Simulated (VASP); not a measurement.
The system is CrInF3.

```xyz
5
Lattice="3.9108 0.0000 0.0000 0.0000 3.9108 0.0000 0.0000 0.0000 3.9108" Properties=species:S:1:pos:R:3 pbc="T T T"
Cr    1.9554    1.9554    1.9554
In    0.0000    0.0000    0.0000
F     1.9554    1.9554    0.0000
F     0.0000    1.9554    1.9554
F     1.9554    0.0000    1.9554
```

The cell was built by a generator and needn't be a form met in nature.

- Program: VASP 6.6.1
- Task: relaxation of cell and atoms
- Functional: PBE
- Potentials or basis: VASP PAW PBE potentials, release 64 (Cr_pv, In_d, F)
- Cutoff: 600 eV
- k mesh: 7 × 7 × 7
- Occupations: gaussian, width 0.05 eV
- Spin: collinear spin, ferromagnetic start
- Starting moments: [3.0, 0.0, 0.0, 0.0, 0.0] μB

At the start: pressure 29.8 GPa; volume 11.96 Å³/atom.

Problem. Where does the relaxation end?

Solution. Over 4 steps the energy falls by 244.1 meV/atom and the volume is 15.24 Å³/atom (+27.4 %); space group Pm-3m (No. 221, to 0.05 Å); moment 4.00 μB per cell.

Step by step:
```
step  energy change (eV)  largest force (eV/Å)  pressure (GPa)  volume (Å³)
   1              0.0000                0.0000           29.78        59.82
   2             -1.1520                0.0000           -4.17        81.20
   3             -1.2202                0.0000            0.37        75.78
   4             -1.2206                0.0000            0.04        76.19
```

Final structure:
```
Cr In F
1.0
     4.23926    0.00000    0.00000
     0.00000    4.23926    0.00000
     0.00000    0.00000    4.23926
Cr In F
1 1 3
Direct
  0.50000 0.50000 0.50000
  0.00000 0.00000 0.00000
  0.50000 0.50000 0.00000
  0.00000 0.50000 0.50000
  0.50000 0.00000 0.50000
```

Caveat: the volume moved by over 15 % at a fixed basis, so the end points are rough; a cell with one magnetic atom can't hold antiferromagnetic order, which such compounds often take.
